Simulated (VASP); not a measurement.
MoI and the effect of the functional

It takes space group F-43m (No. 216, cubic). The conventional cell has a = 6.358 Å, b = 6.358 Å, c = 6.358 Å, α = 90.00°, β = 90.00°, γ = 90.00°. Mo (site symmetry -43m) is surrounded by 4 I at 2.75 Å. Around I (site symmetry -43m) lie 4 Mo at 2.75 Å.

The cell comes from a database or a generator and needn't be the form met in nature.

Kept alike: task band structure; k mesh 7 × 7 × 7; occupations fermi-dirac, width 0.05 eV; no spin polarisation. Program: VASP, PAW files I, Mo_sv, 520 eV. The mesh is that of the run's cell of 2 atoms. No spin-orbit coupling.

| functional | pressure (GPa) |
| --- | --- |
| AM05 | -9.92 |
| BLYP | -3.29 |
| LDA | -11.51 |
| PBE | -7.40 |
| PBEsol | -10.20 |
| PW91 | -7.29 |
| RPBE | -5.86 |
| SCAN | -8.62 |
| TPSS | -7.55 |
| r2SCAN | -8.12 |
| revPBE | -6.30 |

Pressure is positive in compression; the values hold the error of the finite cutoff, so their zero can differ a little from the energy's minimum. For a metal such a mesh leaves the last digits unconverged. Runs of this series that gave no sound value for these columns are left out. Potentials were made for PBE (AM05, BLYP, PBE, PBEsol, PW91, RPBE, SCAN, TPSS, r2SCAN, revPBE); LDA (LDA).

What does the functional change here?

The pressure runs from -11.51 (LDA) to -3.29 GPa (BLYP). From PBE: AM05 -2.52; BLYP +4.11; LDA -4.11; PBEsol -2.80; PW91 +0.11; RPBE +1.54; SCAN -1.22; TPSS -0.15; r2SCAN -0.72; revPBE +1.10. A positive pressure means that the functional's own cell is larger than the one given, a negative one that it is smaller.
